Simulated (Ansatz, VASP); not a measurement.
**BN in two plane-wave programs**

Aim: how closely do two programs agree when they are given the same cell, functional and k mesh? The cell is taken from a series of runs on this material, whose earlier steps may have relaxed, scaled, displaced or heated it; both programs get it as it stands.

Method: plane waves, with VASP 6.6.1 beside it; zone-centre phonons at LDA, in Ansatz 0.2.0.

**1. The structure**

It takes space group F-43m (No. 216, cubic). The conventional cell has a = 3.456 Å, b = 3.456 Å, c = 3.456 Å, α = 90.00°, β = 90.00°, γ = 90.00°. Nearest to B lie 4 N at 1.50 Å. N has 4 B at 1.50 Å nearest. Farther neighbours and most contacts between anions are not listed.

As a file:

```xyz
2
Lattice="0.0000 1.7282 1.7282 1.7282 0.0000 1.7282 1.7282 1.7282 0.0000" Properties=species:S:1:pos:R:3 pbc="T T T"
B     0.0000    0.0000    0.0000
N     0.8641    0.8641    0.8641
```

**2. VASP: zone-centre phonons, LDA, pair 1**

Second derivatives magnify differences that forces hide, and they need a tight electronic threshold.

Lines of VASP's logs that name or quote its potential files are left out, and so is its time.

The input, INCAR:

```
SYSTEM = BN
PREC = Accurate
ENCUT = 600
EDIFF = 1E-08
NELM = 120
ISMEAR = 0
SIGMA = 0.01
LREAL = .FALSE.
ALGO = Normal
GGA = CA
NBANDS = 10
LORBIT = 11
LWAVE = .FALSE.
LCHARG = .FALSE.
ISIF = 2
IBRION = 8
LEPSILON = .TRUE.
LASPH = .TRUE.
GGA_COMPAT = .FALSE.
EFERMI = MIDGAP
KPAR = 2
```

The input, POSCAR:

```
BN
1.0
    0.0000000000      1.7281538898      1.7281538898
    1.7281538898      0.0000000000      1.7281538898
    1.7281538898      1.7281538898      0.0000000000
B N
1 1
Direct
    0.0000000000      0.0000000000      0.0000000000
    0.2500000000      0.2500000000      0.2500000000
```

The input, KPOINTS:

```
Automatic mesh
0
Gamma
12 12 12
0 0 0
```

The projector-augmented-wave data sets are B and N (LDA family, release 64).

Started as:

```sh
$ mpirun -np 2 vasp_std
```

Numbers of over 12 decimals in the logs are rounded to 6 here.

Output:

```text
[banner, memory and clock lines left out]
running    2 mpi-ranks, on    1 nodes
 distrk:  each k-point on    1 cores,    2 groups
 distr:  one band on    1 cores,    1 groups

 POSCAR found type information on POSCAR B N
 POSCAR found :  2 types and       2 ions
 LDA part: xc-table for (Slater(with rela. corr.)+CA(PZ))
 , standard interpolation
 POSCAR, INCAR and KPOINTS ok, starting setup
 FFT: planning ... GRIDC
 FFT: planning ... GRID_SOFT
 FFT: planning ... GRID
 WAVECAR not read
 entering main loop
       N       E                     dE             d eps       ncg     rms          rms(c)
DAV:   1     0.111890082763E+02    0.11189E+02   -0.55233E+03  1472   0.887E+02
DAV:   2    -0.201505576217E+02   -0.31340E+02   -0.30274E+02  1706   0.174E+02
DAV:   3    -0.206444514341E+02   -0.49389E+00   -0.49294E+00  1688   0.188E+01
DAV:   4    -0.206449565150E+02   -0.50508E-03   -0.50507E-03  1578   0.734E-01
DAV:   5    -0.206449569008E+02   -0.38586E-06   -0.38588E-06  1642   0.206E-02    0.728E+00
DAV:   6    -0.194354762713E+02    0.12095E+01   -0.32512E+00  1462   0.118E+01    0.353E+00
DAV:   7    -0.192697180730E+02    0.16576E+00   -0.16564E-01  1578   0.340E+00    0.192E+00
DAV:   8    -0.192349202348E+02    0.34798E-01   -0.55656E-02  1618   0.173E+00    0.240E-01
DAV:   9    -0.192347797182E+02    0.14052E-03   -0.77184E-04  1554   0.286E-01    0.881E-02
DAV:  10    -0.192347656665E+02    0.14052E-04   -0.34179E-05  1618   0.609E-02    0.143E-02
DAV:  11    -0.192347660510E+02   -0.38447E-06   -0.12186E-06  1626   0.854E-03    0.571E-03
DAV:  12    -0.192347660052E+02    0.45820E-07   -0.31879E-07  1608   0.376E-03    0.215E-04
DAV:  13    -0.192347660060E+02   -0.78944E-09   -0.48051E-09   930   0.715E-04
   1 F= -.19234766E+02 E0= -.19234766E+02  d E =0.000000E+00
 Linear response reoptimize wavefunctions to high precision
DAV:   1    -0.192347660061E+02   -0.97771E-10   -0.16116E-10   976   0.139E-04
 Linear response G [H, r] |phi>, progress :
  Direction:   1
       N       E                     dE             d eps       ncg     rms
RMM:   1    -0.378860217463E+02   -0.37886E+02   -0.33202E+01  3271   0.500E+01
RMM:   2    -0.321186511995E+02    0.57674E+01   -0.66714E-01  2302   0.864E+00
RMM:   3    -0.321381947201E+02   -0.19544E-01    0.12393E-02  2441   0.320E-01
RMM:   4    -0.321394487461E+02   -0.12540E-02    0.11864E-03  2549   0.168E-02
RMM:   5    -0.321395598898E+02   -0.11114E-03    0.79152E-05  2469   0.134E-03
RMM:   6    -0.321395645638E+02   -0.46739E-05    0.77912E-06  2061   0.418E-04
RMM:   7    -0.321395651209E+02   -0.55709E-06    0.45922E-06  1835   0.369E-04
RMM:   8    -0.321395651391E+02   -0.18252E-07    0.46951E-06  1817   0.369E-04
RMM:   9    -0.321395640332E+02    0.11059E-05    0.16035E-05  1735   0.369E-04
RMM:  10    -0.321395650669E+02   -0.10337E-05    0.60988E-06  1547   0.369E-04
 Linear response G [H, r] |phi>, progress :
  Direction:   2
       N       E                     dE             d eps       ncg     rms
RMM:   1    -0.348645239428E+02   -0.34865E+02   -0.21781E+01  3284   0.472E+01
RMM:   2    -0.324564397832E+02    0.24081E+01    0.13666E+00  2280   0.747E+00
RMM:   3    -0.326377985066E+02   -0.18136E+00    0.15778E-01  2440   0.274E-01
RMM:   4    -0.326528024956E+02   -0.15004E-01    0.86262E-03  2588   0.145E-02
RMM:   5    -0.326536207713E+02   -0.81828E-03    0.44642E-04  2482   0.125E-03
RMM:   6    -0.326536616197E+02   -0.40848E-04    0.42514E-05  2063   0.469E-04
RMM:   7    -0.326536621709E+02   -0.55126E-06    0.36453E-05  1866   0.427E-04
RMM:   8    -0.326536613749E+02    0.79604E-06    0.46933E-05  1893   0.427E-04
RMM:   9    -0.326536615709E+02   -0.19605E-06    0.43130E-05  1849   0.427E-04
 Linear response G [H, r] |phi>, progress :
  Direction:   3
       N       E                     dE             d eps       ncg     rms
RMM:   1    -0.243227662030E+02   -0.24323E+02    0.84475E+01  3091   0.505E+01
RMM:   2    -0.237456855895E+02    0.57708E+00   -0.79697E-01  2282   0.801E+00
RMM:   3    -0.237441408340E+02    0.15448E-02   -0.23133E-03  2468   0.332E-01
RMM:   4    -0.237441038622E+02    0.36972E-04   -0.67229E-06  2550   0.195E-02
RMM:   5    -0.237441039190E+02   -0.56799E-07    0.19461E-07  2432   0.146E-03
RMM:   6    -0.237441039469E+02   -0.27927E-07   -0.32410E-08  2066   0.240E-04
RMM:   7    -0.237441039499E+02   -0.30137E-08   -0.81888E-08  1776   0.159E-04
 Linear response to external field (no local field effect), progress :
  Direction:   1
       N       E                     dE             d eps       ncg     rms          rms(c)
RMM:   1    -0.122400893536E+00   -0.12240E+00   -0.35572E-01  3252   0.186E+00
RMM:   2    -0.122624159383E+00   -0.22327E-03   -0.22647E-04  2330   0.125E-01
RMM:   3    -0.122624616958E+00   -0.45757E-06   -0.24622E-07  2353   0.392E-03
RMM:   4    -0.122624618364E+00   -0.14064E-08   -0.21959E-10  2091   0.169E-04
 change of polarisation eV/A/(eV/A) component  1 :     0.245     0.103     0.028
 dielectric tensor                  component  1 :     5.299     1.804     0.486
 Linear response to external field (no local field effect), progress :
  Direction:   2
       N       E                     dE             d eps       ncg     rms          rms(c)
RMM:   1    -0.121235897873E+00   -0.12124E+00   -0.34571E-01  3249   0.184E+00
[...]
RMM:   3    -0.665533270034E-01   -0.30910E-06   -0.16947E-07  2347   0.327E-03
RMM:   4    -0.665533272590E-01   -0.25559E-09   -0.53948E-10  2082   0.144E-04
 change of polarisation eV/A/(eV/A) component  3 :     0.028    -0.035     0.133
 dielectric tensor                  component  3 :     0.486    -0.606     3.333
 Linear response to external field, progress :
  Direction:   1
       N       E                     dE             d eps       ncg     rms          rms(c)
RMM:   1    -0.103319455051E+00   -0.10332E+00   -0.29046E-01 12580   0.172E+00
RMM:   2    -0.103529231343E+00   -0.20978E-03   -0.19222E-04  9069   0.117E-01    0.527E-01
RMM:   3    -0.101525076288E+00    0.20042E-02   -0.84244E-04  8947   0.228E-01    0.308E-01
RMM:   4    -0.104384973532E+00   -0.28599E-02   -0.11737E-03  9132   0.269E-01    0.371E-02
RMM:   5    -0.104804843665E+00   -0.41987E-03   -0.12519E-05  9278   0.291E-02    0.351E-03
RMM:   6    -0.104815248976E+00   -0.10405E-04   -0.23502E-08  9404   0.141E-03    0.193E-03
RMM:   7    -0.104821779071E+00   -0.65301E-05   -0.47806E-09  9365   0.682E-04    0.735E-05
RMM:   8    -0.104821992322E+00   -0.21325E-06    0.77836E-11  5498   0.402E-05    0.227E-05
RMM:   9    -0.104821960419E+00    0.31903E-07    0.18369E-10  5217   0.482E-05    0.208E-06
 change of polarisation eV/A/(eV/A) component  1 :     0.199     0.036     0.023
 dielectric tensor                  component  1 :     4.484     0.628     0.398
 Linear response to external field, progress :
  Direction:   2
       N       E                     dE             d eps       ncg     rms          rms(c)
RMM:   1    -0.103319699293E+00   -0.10332E+00   -0.29047E-01 12580   0.172E+00
RMM:   2    -0.103529225033E+00   -0.20953E-03   -0.19452E-04  9070   0.117E-01    0.527E-01
RMM:   3    -0.101525096478E+00    0.20041E-02   -0.84280E-04  8950   0.228E-01    0.308E-01
RMM:   4    -0.104384973911E+00   -0.28599E-02   -0.11739E-03  9128   0.269E-01    0.371E-02
RMM:   5    -0.104804847618E+00   -0.41987E-03   -0.12518E-05  9278   0.291E-02    0.351E-03
RMM:   6    -0.104815264516E+00   -0.10417E-04   -0.23808E-08  9404   0.141E-03    0.193E-03
RMM:   7    -0.104821793376E+00   -0.65289E-05   -0.48095E-09  9369   0.682E-04    0.730E-05
RMM:   8    -0.104821999610E+00   -0.20623E-06    0.27940E-11  5408   0.392E-05    0.218E-05
RMM:   9    -0.104821973450E+00    0.26160E-07    0.40467E-10  5317   0.493E-05    0.261E-06
 change of polarisation eV/A/(eV/A) component  2 :     0.026     0.199     0.024
 dielectric tensor                  component  2 :     0.455     4.484     0.415
 Linear response to external field, progress :
  Direction:   3
       N       E                     dE             d eps       ncg     rms          rms(c)
RMM:   1    -0.103319575190E+00   -0.10332E+00   -0.29046E-01 12582   0.172E+00
RMM:   2    -0.103529235304E+00   -0.20966E-03   -0.19160E-04  9069   0.117E-01    0.527E-01
RMM:   3    -0.101525073650E+00    0.20042E-02   -0.84225E-04  8947   0.228E-01    0.308E-01
RMM:   4    -0.104384573921E+00   -0.28595E-02   -0.11734E-03  9132   0.269E-01    0.371E-02
RMM:   5    -0.104804480629E+00   -0.41991E-03   -0.12517E-05  9278   0.291E-02    0.351E-03
RMM:   6    -0.104814893137E+00   -0.10413E-04   -0.23611E-08  9406   0.141E-03    0.193E-03
RMM:   7    -0.104821421384E+00   -0.65282E-05   -0.47982E-09  9373   0.682E-04    0.731E-05
RMM:   8    -0.104821629021E+00   -0.20764E-06    0.59036E-12  5424   0.392E-05    0.219E-05
RMM:   9    -0.104821601860E+00    0.27161E-07    0.28499E-10  5302   0.492E-05    0.256E-06
 change of polarisation eV/A/(eV/A) component  3 :     0.022     0.037     0.199
 dielectric tensor                  component  3 :     0.381     0.645     4.484
 Linear response DOF=           2
 Linear response progress:
  Degree of freedom:   1/  2
       N       E                     dE             d eps       ncg     rms          rms(c)
RMM:   1    -0.446263612739E-01   -0.44626E-01   -0.28298E-02 14066   0.140E+00
RMM:   2    -0.386334424679E-01    0.59929E-02   -0.24244E-03  8646   0.248E-01    0.175E-01
RMM:   3    -0.383788787321E-01    0.25456E-03   -0.47267E-04  8915   0.972E-02    0.970E-02
RMM:   4    -0.387294506829E-01   -0.35057E-03   -0.44827E-04  8903   0.110E-01    0.850E-03
RMM:   5    -0.387079046385E-01    0.21546E-04   -0.57346E-05  9206   0.816E-03    0.131E-03
RMM:   6    -0.387013861978E-01    0.65184E-05   -0.45458E-06  9235   0.511E-04    0.513E-04
RMM:   7    -0.386987823099E-01    0.26039E-05    0.50215E-07  9328   0.413E-04    0.419E-05
RMM:   8    -0.386988933221E-01   -0.11101E-06    0.26324E-07  9380   0.374E-05    0.123E-05
RMM:   9    -0.386988302670E-01    0.63055E-07    0.27375E-07  9510   0.220E-05    0.736E-07
RMM:  10    -0.386988328455E-01   -0.25785E-08    0.24102E-07  6452   0.145E-05    0.378E-07
RMM:  11    -0.386988329147E-01   -0.69225E-10    0.21786E-07  5353   0.145E-05    0.342E-08
 first order change of Fermi-energy   0.49437E+01
 force on displaced ion       1 direction 1 : -33.119   0.000   0.000
 Born effective charge ion    1 direction 1 :   1.822   0.000   0.000
 Linear response progress:
  Degree of freedom:   2/  2
       N       E                     dE             d eps       ncg     rms          rms(c)
RMM:   1    -0.233656190308E+00   -0.23366E+00    0.84740E-02 11294   0.335E+00
RMM:   2    -0.225956941935E+00    0.76992E-02   -0.16632E-03  8692   0.431E-01    0.262E-01
RMM:   3    -0.226916270676E+00   -0.95933E-03   -0.46111E-04  8344   0.186E-01    0.139E-01
RMM:   4    -0.229207664975E+00   -0.22914E-02   -0.44389E-04  8104   0.181E-01    0.249E-02
RMM:   5    -0.229301248501E+00   -0.93584E-04   -0.49554E-07  9291   0.253E-02    0.938E-04
RMM:   6    -0.229313924142E+00   -0.12676E-04    0.59854E-07  9061   0.130E-03    0.388E-04
RMM:   7    -0.229312057147E+00    0.18670E-05    0.51624E-07  9368   0.386E-04    0.484E-05
RMM:   8    -0.229311946963E+00    0.11018E-06    0.14190E-07  9231   0.423E-05    0.198E-05
RMM:   9    -0.229311869295E+00    0.77668E-07    0.12360E-07  9629   0.361E-05    0.816E-07
RMM:  10    -0.229311865232E+00    0.40626E-08    0.13370E-07  6988   0.243E-05    0.386E-07
RMM:  11    -0.229311866134E+00   -0.90153E-09    0.12575E-07  6466   0.244E-05    0.225E-08
 first order change of Fermi-energy  -0.49435E+01
 force on displaced ion       2 direction 1 : -33.124  -0.000  -0.000
 Born effective charge ion    2 direction 1 :  -1.822   0.000   0.000
 Born effective charges drift removed
 Linear response finished
```

OUTCAR, selected parts (step 2):

```text
ion  position               nearest neighbor table
   1  0.000  0.000  0.000-   2 1.50   2 1.50   2 1.50   2 1.50
   2  0.250  0.250  0.250-   1 1.50   1 1.50   1 1.50   1 1.50

  LATTYP: Found a face centered cubic cell.
 ALAT       =     3.4563077796

 Subroutine GETGRP returns: Found 24 space group operations
 (whereof 24 operations were pure point group operations)

The static configuration has the point symmetry T_d .

 Found     72 irreducible k-points:

   k-points           NKPTS =     72   k-points in BZ     NKDIM =     72   number of bands    NBANDS=     10

   dimension x,y,z NGX =    20 NGY =   20 NGZ =   20
   dimension x,y,z NGXF=    40 NGYF=   40 NGZF=   40

   ENCUT  =  600.0 eV  44.10 Ry    6.64 a.u.   4.88  4.88  4.88*2*pi/ulx,y,z

   NELECT =       8.0000    total number of electrons

 k-points in reciprocal lattice and weights: Automatic mesh
   0.00000000  0.00000000  0.00000000       0.001
   0.08333333  0.00000000  0.00000000       0.005
   0.16666667  0.00000000  0.00000000       0.005
   0.25000000  0.00000000  0.00000000       0.005
   0.33333333  0.00000000  0.00000000       0.005
   0.41666667  0.00000000  0.00000000       0.005
   0.50000000  0.00000000  0.00000000       0.002
   0.08333333  0.08333333  0.00000000       0.003
   0.16666667  0.08333333  0.00000000       0.014
[...]
-0.33333333  0.50000000  0.16666667       0.007
  -0.25000000  0.50000000  0.25000000       0.003

 average (electrostatic) potential at core
       1 -27.6791       2 -58.5003

  Total        3.3984527      3.3984527      3.3984527     -0.0000000     -0.0000000      0.0000000
  in kB      527.4904173    527.4904173    527.4904173     -0.0000000     -0.0000000      0.0000000
  external PRESSURE =     527.4904173 kB  Pullay stress =       0.0000000 kB

  energy-cutoff  :      600.00
  volume of cell :       10.32
      direct lattice vectors                 reciprocal lattice vectors
     0.000000000  1.728153890  1.728153890    -0.289326085  0.289326085  0.289326085
     1.728153890  0.000000000  1.728153890     0.289326085 -0.289326085  0.289326085
     1.728153890  1.728153890  0.000000000     0.289326085  0.289326085 -0.289326085

 POSITION                                       TOTAL-FORCE (eV/Angst)
 -----------------------------------------------------------------------------------
      0.00000      0.00000      0.00000         0.000000      0.000000      0.000000
      0.86408      0.86408      0.86408        -0.000000     -0.000000     -0.000000
 -----------------------------------------------------------------------------------
    total drift:                               -0.000000     -0.000000      0.000000

 MACROSCOPIC STATIC DIELECTRIC TENSOR (including local field effects in DFT)
 ------------------------------------------------------
           4.484187    -0.000000    -0.000000
           0.000000     4.484187     0.000000
           0.000000     0.000000     4.484187
 ------------------------------------------------------

 PIEZOELECTRIC TENSOR (including local field effects)  for field in x, y, z        (C/m^2)
          XX          YY          ZZ          XY          YZ          ZX
  --------------------------------------------------------------------------------
  x     0.00000     0.00000     0.00000     0.00000    -1.02993     0.00000
  y    -0.00000     0.00000    -0.00000     0.00000     0.00000    -1.02993
  z     0.00000     0.00000     0.00000    -1.02993     0.00000     0.00000

 BORN EFFECTIVE CHARGES (including local field effects) (in |e|, cummulative output)
 ---------------------------------------------------------------------------------
 ion    1
    1     1.82168     0.00000     0.00000
    2    -0.00000     1.82168     0.00000
    3    -0.00000    -0.00000     1.82168
 ion    2
    1    -1.82168    -0.00000    -0.00000
    2     0.00000    -1.82168     0.00000
    3     0.00000     0.00000    -1.82168

 Eigenvectors and eigenvalues of the dynamical matrix
 ----------------------------------------------------

   1 f  =   36.426814 THz   228.876421 2PiTHz 1215.067715 cm-1   150.649129 meV
             X         Y         Z           dx          dy          dz
      0.000000  0.000000  0.000000     0.000000    0.751163    0.000000
      0.864077  0.864077  0.864077     0.000000   -0.660117    0.000000

   2 f  =   36.426814 THz   228.876421 2PiTHz 1215.067715 cm-1   150.649129 meV
             X         Y         Z           dx          dy          dz
      0.000000  0.000000  0.000000     0.751163    0.000000    0.000000
      0.864077  0.864077  0.864077    -0.660117    0.000000    0.000000

   3 f  =   36.426814 THz   228.876421 2PiTHz 1215.067715 cm-1   150.649129 meV
             X         Y         Z           dx          dy          dz
      0.000000  0.000000  0.000000     0.000000    0.000000    0.751163
      0.864077  0.864077  0.864077     0.000000    0.000000   -0.660117

   4 f/i=    0.001387 THz     0.008718 2PiTHz    0.046281 cm-1     0.005738 meV
             X         Y         Z           dx          dy          dz
      0.000000  0.000000  0.000000    -0.660117    0.000000    0.000000
      0.864077  0.864077  0.864077    -0.751163    0.000000    0.000000

   5 f/i=    0.001387 THz     0.008718 2PiTHz    0.046281 cm-1     0.005738 meV
             X         Y         Z           dx          dy          dz
      0.000000  0.000000  0.000000     0.000000   -0.660117    0.000000
      0.864077  0.864077  0.864077     0.000000   -0.751163    0.000000

   6 f/i=    0.001387 THz     0.008718 2PiTHz    0.046281 cm-1     0.005738 meV
             X         Y         Z           dx          dy          dz
      0.000000  0.000000  0.000000     0.000000    0.000000   -0.660117
      0.864077  0.864077  0.864077     0.000000    0.000000   -0.751163

 MACROSCOPIC STATIC DIELECTRIC TENSOR IONIC CONTRIBUTION
 ------------------------------------------------------
           1.756411     0.000000    -0.000000
           0.000000     1.756411    -0.000000
          -0.000000    -0.000000     1.756411
 ------------------------------------------------------

 ELASTIC MODULI CONTR FROM IONIC RELAXATION (kBar)
 Direction    XX          YY          ZZ          XY          YZ          ZX
 --------------------------------------------------------------------------------
 XX          -0.0000      0.0000      0.0000      0.0000     -0.0000      0.0000
 YY           0.0000     -0.0000     -0.0000      0.0000      0.0000     -0.0000
 ZZ           0.0000     -0.0000     -0.0000     -0.0000      0.0000      0.0000
 XY           0.0000      0.0000     -0.0000   -360.0592      0.0000      0.0000
 YZ          -0.0000      0.0000      0.0000      0.0000   -360.0592      0.0000
 ZX           0.0000     -0.0000      0.0000      0.0000      0.0000   -360.0592
 --------------------------------------------------------------------------------

 PIEZOELECTRIC TENSOR IONIC CONTR  for field in x, y, z        (C/m^2)
          XX          YY          ZZ          XY          YZ          ZX
  --------------------------------------------------------------------------------
  x     0.00000    -0.00000    -0.00000     0.00000     0.74829     0.00000
  y    -0.00000     0.00000    -0.00000     0.00000    -0.00000     0.74829
  z    -0.00000    -0.00000     0.00000     0.74829    -0.00000    -0.00000
```

[end of part 1 of 3]

[Lines on the potential files, build, host, timing and source positions are cut from VASP's logs without a mark.]

[Logs are printed without paths, hosts, clocks, repeated set-up lines and the standing remarks that a program may print on its own settings, such as how far it seeks lower states.]

[Hosts, paths, dates, database ids (printed as entryN), source tags and the programs' standing remarks are cut or masked in the printed files.]
